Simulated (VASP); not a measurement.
Data:

```
Mo
1.0
   -1.58778     1.58778     1.58778
    1.58778    -1.58778     1.58778
    1.58778     1.58778    -1.58778
Mo
1
Direct
  0.00000   0.00000   0.00000
```

All values below come from revPBE GGA, VASP's PBE PAW potentials (set 64) (plane waves; VASP). Settings: 520 eV cut-off, Gaussian smearing of 0.050 eV, potentials Mo_sv.

Task: Estimate the band gap (along the path) with the smallest direct gap where there is one.

Result: 
band gap (along the path): none (metal, semimetal or under 0.01 eV)

The absolute energy has meaning only against runs of the same code, potentials and settings.

The compound is Mo in the bcc structure. It was relaxed first.
